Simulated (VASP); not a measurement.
# Te (space group C2/m): computed properties

Calculation: r2SCAN meta-GGA, VASP's PBE PAW potentials (set 64) (plane waves; VASP).

```yaml
space_group: C2/m (12)
cell: a = 7.637 Å, b = 4.309 Å, c = 5.965 Å, α = 90.00°, β = 90.82°, γ = 90.00°
volume_per_atom: 32.71 Å³/atom
band gap (over mesh and band path): none (metal, semimetal or under 0.01 eV)
band_gap_with_spin_orbit_coupling: none (metallic)
density: 6.48 g/cm³
```

```cif
data_Te6
_chemical_formula_sum 'Te6'
_space_group_name_H-M_alt 'C2/m'
_space_group_IT_number 12
_space_group_name_Hall '-C 2y'
_cell_length_a 7.63675
_cell_length_b 4.30869
_cell_length_c 5.96526
_cell_angle_alpha 90.000
_cell_angle_beta 90.816
_cell_angle_gamma 90.000
loop_
_atom_site_label
_atom_site_type_symbol
_atom_site_symmetry_multiplicity
_atom_site_Wyckoff_symbol
_atom_site_fract_x
_atom_site_fract_y
_atom_site_fract_z
_atom_site_occupancy
Te1 Te 4 i 0.31006 0.00000 0.33824 1
Te2 Te 2 a 0.00000 0.00000 0.00000 1
```
(The calculation used a cell of 3 atoms; values per cell refer to that cell.)

Unless said otherwise, spin-orbit coupling is left out, though it shifts the bands of the heavy elements here.

The structure comes from a computed database's Te entry (C2/m); how it stands against other phases isn't given here. It was relaxed first. Symmetry was kept, so distortions that lower it aren't found.
